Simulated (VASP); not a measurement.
Output of a VASP run:

**OUTCAR**
```
 ion  position               nearest neighbor table
   1  0.000  0.000  0.000-   2 3.09   2 3.09   2 3.09   2 3.09
   2  0.250  0.250  0.250-   1 3.09   1 3.09   1 3.09   1 3.09
  LATTYP: Found a face centered cubic cell.
 ALAT       =     7.1360500000
 Subroutine PRICEL returns:
 Original cell was already a primitive cell.
 Subroutine GETGRP returns: Found 24 space group operations
The static configuration has the point symmetry T_d .
The dynamic configuration has the point symmetry T_d .
 Subroutine INISYM returns: Found 24 space group operations
 Subroutine IBZKPT returns following result:
 Found     29 irreducible k-points:

 Following reciprocal coordinates:
            Coordinates               Weight
  0.000000  0.000000  0.000000      1.000000
  0.125000  0.000000  0.000000      8.000000
  0.250000  0.000000  0.000000      8.000000
  0.375000  0.000000  0.000000      8.000000
  0.500000  0.000000  0.000000      4.000000
  0.125000  0.125000  0.000000      6.000000
  0.250000  0.125000  0.000000     24.000000
  0.375000  0.125000  0.000000     24.000000
  0.500000  0.125000  0.000000     24.000000
 -0.375000  0.125000  0.000000     24.000000
 -0.250000  0.125000  0.000000     24.000000
 -0.125000  0.125000  0.000000     12.000000
  0.250000  0.250000  0.000000      6.000000
  0.375000  0.250000  0.000000     24.000000
  0.500000  0.250000  0.000000     24.000000
 -0.375000  0.250000  0.000000     24.000000
 -0.250000  0.250000  0.000000     12.000000
  0.375000  0.375000  0.000000      6.000000
  0.500000  0.375000  0.000000     24.000000
 -0.375000  0.375000  0.000000     12.000000
  0.500000  0.500000  0.000000      3.000000
  0.375000  0.250000  0.125000     24.000000
  0.500000  0.250000  0.125000     48.000000
 -0.375000  0.250000  0.125000     24.000000
  0.500000  0.375000  0.125000     24.000000
 -0.375000  0.375000  0.125000     48.000000
 -0.250000  0.375000  0.125000     24.000000
 -0.375000  0.500000  0.125000     12.000000
 -0.250000  0.500000  0.250000      6.000000
   k-points           NKPTS =     29   k-points in BZ     NKDIM =     29   number of bands    NBANDS=     12
   number of dos      NEDOS =    301   number of ions     NIONS =      2
   total plane-waves  NPLWV =  46656
   dimension x,y,z NGX =    36 NGY =   36 NGZ =   36
   dimension x,y,z NGXF=    72 NGYF=   72 NGZF=   72
   ions per type =               1   1
   PREC   = accura    normal or accurate (medium, high low for compatibility)
   ISTART =      0    job   : 0-new  1-cont  2-samecut
   ICHARG =      2    charge: 1-file 2-atom 10-const
   ISPIN  =      1    spin polarized calculation?
   LNONCOLLINEAR =      F non collinear calculations
   LSORBIT =      F    spin-orbit coupling
   INIWAV =      1    electr: 0-lowe 1-rand  2-diag
   ENCUT  =  400.0 eV  29.40 Ry    5.42 a.u.   8.23  8.23  8.23*2*pi/ulx,y,z
   NELM   =    100;   NELMIN=  2; NELMDL= -5     # of ELM steps
   EDIFF  = 0.1E-05   stopping-criterion for ELM
   LREAL  =      F    real-space projection
   NLSPLINE    = F    spline interpolate recip. space projectors
   LMAXMIX     =    6 max onsite mixed and CHGCAR
   VOSKOWN=      0    Vosko Wilk Nusair interpolation
   EDIFFG = -.1E-01   stopping-criterion for IOM
   NSW    =     60    number of steps for IOM
   NBLOCK =      1;   KBLOCK =     60    inner block; outer block
   IBRION =      2    ionic relax: 0-MD 1-quasi-New 2-CG
   NFREE  =      1    steps in history (QN), initial steepest desc. (CG)
   ISIF   =      3    stress and relaxation
   ISYM   =      2    0-nonsym 1-usesym 2-fastsym
   TEIN   =    0.0    initial temperature
   TEBEG  =    0.0;   TEEND  =   0.0 temperature during run
   SMASS  =  -3.00    Nose mass-parameter (am)
   PSTRESS=    0.0 pullay stress
   NELECT =      16.0000    total number of electrons
   EFERMI =   0.00;   METHOD = LEGACY
   ISMEAR =     1;   SIGMA  =   0.10  broadening in eV -4-tet -1-fermi 0-gaus
   IALGO  =     38    algorithm
...
```

**OSZICAR**
```
...
DAV:   6    -0.139656076330E+02   -0.28331E-02   -0.25722E-02   800   0.136E+00    0.346E-01
DAV:   7    -0.139636621797E+02    0.19455E-02   -0.76526E-03   820   0.664E-01    0.124E-01
DAV:   8    -0.139636741323E+02   -0.11953E-04   -0.25327E-04   856   0.136E-01    0.246E-02
DAV:   9    -0.139636790485E+02   -0.49163E-05   -0.21431E-05   820   0.467E-02    0.165E-02
DAV:  10    -0.139636783823E+02    0.66628E-06   -0.15187E-06   584   0.145E-02
   2 F= -.13963678E+02 E0= -.13962539E+02  d E =-.130246E+01
       N       E                     dE             d eps       ncg     rms          rms(c)
DAV:   1    -0.183991185237E+02   -0.44354E+01   -0.94316E+01   756   0.119E+02    0.123E+01
DAV:   2    -0.149898088708E+02    0.34093E+01   -0.11940E+01   732   0.300E+01    0.326E+00
DAV:   3    -0.146576875387E+02    0.33212E+00   -0.71650E-01   780   0.642E+00    0.177E+00
DAV:   4    -0.145612849736E+02    0.96403E-01   -0.41727E-01   772   0.425E+00    0.518E-01
DAV:   5    -0.145598314396E+02    0.14535E-02   -0.11631E-02   832   0.994E-01    0.439E-01
DAV:   6    -0.145607337681E+02   -0.90233E-03   -0.40743E-03   856   0.552E-01    0.121E-01
DAV:   7    -0.145607307441E+02    0.30240E-05   -0.24044E-04   744   0.151E-01    0.651E-02
DAV:   8    -0.145607153082E+02    0.15436E-04   -0.55348E-05   784   0.439E-02    0.110E-02
DAV:   9    -0.145607154447E+02   -0.13656E-06   -0.24811E-06   720   0.115E-02
   3 F= -.14560715E+02 E0= -.14560640E+02  d E =-.189950E+01
       N       E                     dE             d eps       ncg     rms          rms(c)
DAV:   1    -0.145692938884E+02   -0.85786E-02   -0.18802E-01   748   0.493E+00    0.553E-01
DAV:   2    -0.145623187884E+02    0.69751E-02   -0.18358E-02   732   0.122E+00    0.152E-01
DAV:   3    -0.145616152177E+02    0.70357E-03   -0.12752E-03   844   0.287E-01    0.674E-02
DAV:   4    -0.145614711781E+02    0.14404E-03   -0.50819E-04   756   0.174E-01    0.289E-02
DAV:   5    -0.145614752430E+02   -0.40650E-05   -0.12638E-05   836   0.346E-02    0.185E-02
DAV:   6    -0.145614777529E+02   -0.25099E-05   -0.28909E-06   732   0.121E-02    0.268E-03
DAV:   7    -0.145614778413E+02   -0.88352E-07   -0.12524E-07   368   0.301E-03
   4 F= -.14561478E+02 E0= -.14561437E+02  d E =-.190026E+01
       N       E                     dE             d eps       ncg     rms          rms(c)
DAV:   1    -0.145624167137E+02   -0.93896E-03   -0.22472E-02   752   0.171E+00    0.191E-01
DAV:   2    -0.145615797172E+02    0.83700E-03   -0.22289E-03   736   0.424E-01    0.521E-02
DAV:   3    -0.145614959558E+02    0.83761E-04   -0.14981E-04   836   0.978E-02    0.234E-02
DAV:   4    -0.145614766928E+02    0.19263E-04   -0.62695E-05   756   0.611E-02    0.992E-03
DAV:   5    -0.145614764356E+02    0.25712E-06   -0.13520E-06   572   0.119E-02
   5 F= -.14561476E+02 E0= -.14561424E+02  d E =0.140566E-05
       N       E                     dE             d eps       ncg     rms          rms(c)
DAV:   1    -0.145617591566E+02   -0.28246E-03   -0.59819E-03   752   0.883E-01    0.993E-02
DAV:   2    -0.145615373059E+02    0.22185E-03   -0.58833E-04   736   0.219E-01    0.272E-02
DAV:   3    -0.145615151897E+02    0.22116E-04   -0.40035E-05   836   0.507E-02    0.121E-02
DAV:   4    -0.145615109981E+02    0.41915E-05   -0.16370E-05   756   0.313E-02    0.500E-03
DAV:   5    -0.145615113375E+02   -0.33935E-06   -0.34234E-07   376   0.608E-03
   6 F= -.14561511E+02 E0= -.14561464E+02  d E =-.334962E-04
```

OUTCAR:
```
------------------------ aborting loop because EDIFF is reached ----------------------------------------
  FORCE on cell =-STRESS in cart. coord.  units (eV):
  Direction    XX          YY          ZZ          XY          YZ          ZX
  --------------------------------------------------------------------------------------
  Total        0.0000339      0.0000339      0.0000339      0.0000000      0.0000000     -0.0000000
  in kB        0.0009080      0.0009080      0.0009080      0.0000000      0.0000000     -0.0000000
  external PRESSURE =       0.0009080 kB  Pullay stress =       0.0000000 kB
  volume of cell :       59.83
      direct lattice vectors                 reciprocal lattice vectors
     0.000000000  3.104251985  3.104251985    -0.161069398  0.161069398  0.161069398
     3.104251985 -0.000000000  3.104251985     0.161069398 -0.161069398  0.161069398
     3.104251985  3.104251985 -0.000000000     0.161069398  0.161069398 -0.161069398
 POSITION                                       TOTAL-FORCE (eV/Angst)
 -----------------------------------------------------------------------------------
      0.00000      0.00000      0.00000        -0.000000     -0.000000     -0.000000
      1.55213      1.55213      1.55213         0.000000      0.000000      0.000000
 -----------------------------------------------------------------------------------
    total drift:                                0.000000      0.000000      0.000000
  FREE ENERGIE OF THE ION-ELECTRON SYSTEM (eV)
  ---------------------------------------------------
  free  energy   TOTEN  =       -14.5615113375 eV

  energy  without entropy=      -14.5613704368  energy(sigma->0) =      -14.56146437

 reached required accuracy - stopping structural energy minimisation
```
(Selected blocks of OUTCAR.)

**POSCAR**
```
TaSb
1
    0.0000000000     3.5680250000     3.5680250000
    3.5680250000     0.0000000000     3.5680250000
    3.5680250000     3.5680250000     0.0000000000
Ta Sb
1 1
Direct
  0.0000000000   0.0000000000   0.0000000000
  0.2500000000   0.2500000000   0.2500000000
```

Task: Reconstruct the remaining input files.

Result: This is not unique; one that fits is the input of the run itself, PBEsol GGA, plane waves, VASP's PBE PAW potentials (set 64).

File KPOINTS:
```
Automatic
0
gamma
8 8 8
```

**INCAR**
```
SYSTEM = TaSb
PREC = Accurate
ENCUT = 400
EDIFF = 1E-6
NELM = 100
ALGO = Normal
LREAL = .FALSE.
LASPH = .TRUE.
ISMEAR = 1
SIGMA = 0.1
GGA = PS
LMAXMIX = 6
LWAVE = .FALSE.
LCHARG = .FALSE.
IBRION = 2
ISIF = 3
NSW = 60
EDIFFG = -0.01
```

POTCAR, in this order: Ta_pv Sb (PBE.64 set). Program: vasp_std.

Energy and stress use the plane-wave basis of the starting cell.

The structure was generated: TaSb was put into the zinc blende type (F-43m), which need not be its known phase. This run relaxes it. Symmetry was kept, so distortions that lower it aren't found.
